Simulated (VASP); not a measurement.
Output of a VASP run:

OSZICAR:
```
       N       E                     dE             d eps       ncg     rms          rms(c)
DAV:   1     0.113108431358E+03    0.11311E+03   -0.98022E+03  2080   0.137E+03
DAV:   2    -0.184972767323E+02   -0.13161E+03   -0.12732E+03  2390   0.334E+02
DAV:   3    -0.242306160217E+02   -0.57333E+01   -0.56480E+01  3415   0.601E+01
DAV:   4    -0.243720363295E+02   -0.14142E+00   -0.14138E+00  2591   0.897E+00
DAV:   5    -0.243760388919E+02   -0.40026E-02   -0.40025E-02  3257   0.117E+00    0.204E+01
DAV:   6    -0.217341246832E+02    0.26419E+01   -0.79759E+00  2540   0.194E+01    0.819E+00
DAV:   7    -0.217094732591E+02    0.24651E-01   -0.86052E-01  3198   0.596E+00    0.302E+00
DAV:   8    -0.217113435315E+02   -0.18703E-02   -0.91882E-02  2479   0.284E+00    0.746E-01
DAV:   9    -0.217087434916E+02    0.26000E-02   -0.16084E-02  2683   0.103E+00    0.136E-01
DAV:  10    -0.217087165812E+02    0.26910E-04   -0.87443E-04  2734   0.268E-01    0.430E-02
DAV:  11    -0.217087307226E+02   -0.14141E-04   -0.31096E-05  2661   0.664E-02    0.136E-02
DAV:  12    -0.217087307525E+02   -0.29923E-07   -0.26148E-06  2693   0.167E-02    0.293E-03
DAV:  13    -0.217087307273E+02    0.25243E-07   -0.22821E-07  2301   0.451E-03
   1 F= -.21708731E+02 E0= -.21708751E+02  d E =-.217087E+02
```

OUTCAR:
```
------------------------ aborting loop because EDIFF is reached ----------------------------------------
  FORCE on cell =-STRESS in cart. coord.  units (eV):
  Direction    XX          YY          ZZ          XY          YZ          ZX
  --------------------------------------------------------------------------------------
  Total       -1.3519889     -1.3519893     -1.3328715      0.0000000     -0.0000000     -0.0000000
  in kB      -68.5704279    -68.5704512    -67.6008289      0.0000000     -0.0000000     -0.0000000
  external PRESSURE =     -68.2472360 kB  Pullay stress =       0.0000000 kB
  volume of cell :       31.59
      direct lattice vectors                 reciprocal lattice vectors
     1.596940278 -2.765982170  0.000000000     0.313098747 -0.180767615  0.000000000
     1.596940278  2.765982170  0.000000000     0.313098747  0.180767615  0.000000000
     0.000000000  0.000000000  3.575845836     0.000000000  0.000000000  0.279654114
 POSITION                                       TOTAL-FORCE (eV/Angst)
 -----------------------------------------------------------------------------------
      0.00000      0.00000      0.00000         0.000000     -0.000000      0.000000
      1.59694      0.92200      1.78792         0.000000      0.000000      0.000000
      1.59694     -0.92200      1.78792        -0.000000     -0.000000     -0.000000
 -----------------------------------------------------------------------------------
    total drift:                                0.000000     -0.000000      0.000000
  FREE ENERGIE OF THE ION-ELECTRON SYSTEM (eV)
  ---------------------------------------------------
  free  energy   TOTEN  =       -21.7087307273 eV

  energy  without entropy=      -21.7087909738  energy(sigma->0) =      -21.70875081

 reached required accuracy - stopping structural energy minimisation
```
(Selected blocks of OUTCAR.)

**POSCAR**
```
ZrB2
1
    1.5969402783    -2.7659821699     0.0000000000
    1.5969402783     2.7659821699     0.0000000000
    0.0000000000     0.0000000000     3.5758458363
Zr B
1 2
Direct
  0.0000000000   0.0000000000   1.0000000000
  0.3333330000   0.6666670000   0.5000000000
  0.6666670000   0.3333330000   0.5000000000
```

Write an INCAR and KPOINTS that could have produced this output.

One answer among several that fit: the input of the run itself, rev-vdW-DF2, plane waves, VASP's PBE PAW potentials (set 64).

### INCAR
```
AGGAC = 0.0
ALGO = Normal
EDIFF = 1E-7
EDIFFG = -0.01
ENCUT = 520
GGA = MK
IBRION = 2
ISIF = 4
ISMEAR = 1
LASPH = .TRUE.
LCHARG = .FALSE.
LMAXMIX = 4
LREAL = .FALSE.
LUSE_VDW = .TRUE.
LWAVE = .FALSE.
NELM = 100
NSW = 30
PARAM1 = 0.1234568
PARAM2 = 0.7114
PREC = Accurate
SIGMA = 0.1
SYSTEM = ZrB2
ZAB_VDW = -1.8867
```

KPOINTS:
```
Regular mesh
0
G
11 11 9
```

POTCAR, in this order: Zr_sv B (PBE.64 set). Program: vasp_std.

The compound is ZrB2 in the AlB2 type structure. This cell is one point of a volume scan, at 1.03 of the reference volume.
